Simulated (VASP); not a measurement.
Data:

```
GeS2
1.0
    5.85751     0.00000     0.40773
    0.00000     6.49047     0.00000
   -0.61743     0.00000     8.46533
Ge S
4 8
Direct
  0.24986   0.00066   0.00012
  0.75014   0.50066   0.49988
  0.75014   0.99934   0.99988
  0.24986   0.49934   0.50012
  0.99879   0.30877   0.36616
  0.00121   0.80877   0.13384
  0.00121   0.69123   0.63384
  0.99879   0.19123   0.86616
  0.49862   0.68798   0.36376
  0.50138   0.18798   0.13624
  0.50138   0.31202   0.63624
  0.49862   0.81202   0.86376
```

Level of theory: PBEsol GGA, VASP's PBE PAW potentials (set 64) (plane waves; VASP 6.6.1). Run with 400 eV cut-off, Gaussian smearing of 0.050 eV, potentials Ge_d S.

**Question.** Give the energies of bands 43 to 56 at the high-symmetry points, in eV from the valence-band maximum.

**Answer.** 
```tsv
band	Γ	Z	D	B	A	E	C2	Y2
43	-1.88	-1.69	-1.79	-1.66	-1.82	-1.60	-1.81	-1.49
44	-1.83	-1.69	-1.79	-1.66	-1.82	-1.60	-1.81	-1.48
45	-1.72	-1.62	-1.76	-1.40	-1.03	-0.72	-0.75	-1.29
46	-1.39	-1.62	-1.76	-1.40	-1.03	-0.72	-0.75	-1.29
47	-1.37	-0.94	-1.10	-1.05	-1.02	-0.72	-0.74	-0.73
48	-0.92	-0.94	-1.10	-1.05	-1.02	-0.72	-0.74	-0.72
49	-0.59	-0.63	-0.40	-0.89	-0.48	-0.66	-0.59	-0.51
50	-0.43	-0.63	-0.40	-0.89	-0.48	-0.66	-0.59	-0.48
51	-0.23	-0.17	-0.16	-0.29	-0.46	-0.65	-0.59	-0.47
52	0.00	-0.17	-0.16	-0.29	-0.46	-0.65	-0.59	-0.46
53	1.79	2.71	2.68	2.60	2.64	2.69	2.54	2.26
54	2.83	2.71	2.68	2.60	2.64	2.69	2.54	2.28
55	3.38	3.39	3.64	3.66	2.66	2.69	2.56	3.18
56	3.91	3.39	3.64	3.66	2.66	2.69	2.56	3.19
```

The gap is direct, 1.79 eV, from the valence maximum at Γ to the conduction minimum at Γ.

The structure was generated: GeS2 was put into the baddeleyite type (P2_1/c), which need not be its known phase. It was relaxed first, which changed the volume by +63 %.
